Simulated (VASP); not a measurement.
Crystal: CaH.

```xyz
4
Lattice="3.2271 0.0000 0.0000 0.0000 3.2271 0.0000 0.0000 0.0000 7.6308" Properties=species:S:1:pos:R:3 pbc="T T T"
Ca    1.6136    1.6136    0.0000
Ca    1.6136    1.6136    3.8154
H     0.0000    0.0000    4.9540
H     0.0000    0.0000    2.6768
```

The cell was built by a generator and needn't be a form met in nature.

| Item | Value |
| --- | --- |
| Program | VASP 6.6.1 |
| Task | relaxation of cell and atoms |
| Functional | PBEsol |
| Potentials or basis | VASP PAW PBE potentials, release 64 (Ca_sv, H) |
| Cutoff | 600 eV |
| k mesh | 8 × 8 × 4 |
| Occupations | gaussian, width 0.05 eV |
| Spin | no spin polarisation |

At the start: pressure -1.0 GPa; volume 19.87 Å³/atom.

Q: How do energy, volume and symmetry change on relaxing?

A: Over 17 steps the energy falls by 8.0 meV/atom and the volume is 18.32 Å³/atom (-7.8 %); space group P4/mmm (No. 123, to 0.05 Å).

Step by step:
| step | energy change (eV) | largest force (eV/Å) | pressure (GPa) | volume (Å³) |
| --- | --- | --- | --- | --- |
| 1 | 0.0000 | 0.0014 | -1.03 | 79.47 |
| 2 | -0.0083 | 0.0238 | -0.65 | 78.01 |
| 3 | -0.0139 | 0.0593 | 0.00 | 75.79 |
| 4 | -0.0140 | 0.0642 | 0.09 | 75.49 |
| 5 | -0.0162 | 0.0727 | 0.08 | 75.33 |
| 6 | -0.0223 | 0.1010 | 0.00 | 74.84 |
| 7 | -0.0191 | 0.1313 | -0.14 | 73.79 |
| 8 | -0.0244 | 0.1154 | -0.06 | 74.46 |
| 9 | -0.0269 | 0.0962 | -0.06 | 74.17 |
| 10 | -0.0306 | 0.0421 | -0.01 | 73.27 |
| 11 | -0.0307 | 0.0326 | 0.00 | 73.11 |
| 12 | -0.0320 | 0.0020 | 0.08 | 73.05 |
| 13 | -0.0320 | 0.0052 | 0.07 | 73.05 |
| 14 | -0.0320 | 0.0046 | 0.07 | 73.05 |
| 15 | -0.0320 | 0.0033 | 0.08 | 73.05 |
| 16 | -0.0320 | 0.0041 | 0.07 | 73.05 |
| 17 | -0.0320 | 0.0016 | -0.02 | 73.30 |

Final structure:
```
CELL_PARAMETERS angstrom
3.20530 0.00000 0.00000
0.00000 3.20530 0.00000
0.00000 0.00000 7.13418
ATOMIC_POSITIONS crystal
Ca 0.50000 0.50000 0.00000
Ca 0.50000 0.50000 0.50000
H 0.00000 0.00000 0.66238
H 0.00000 0.00000 0.33762
```

Caveat: the PAW data sets were made with another functional, which shifts forces and pressure a little.
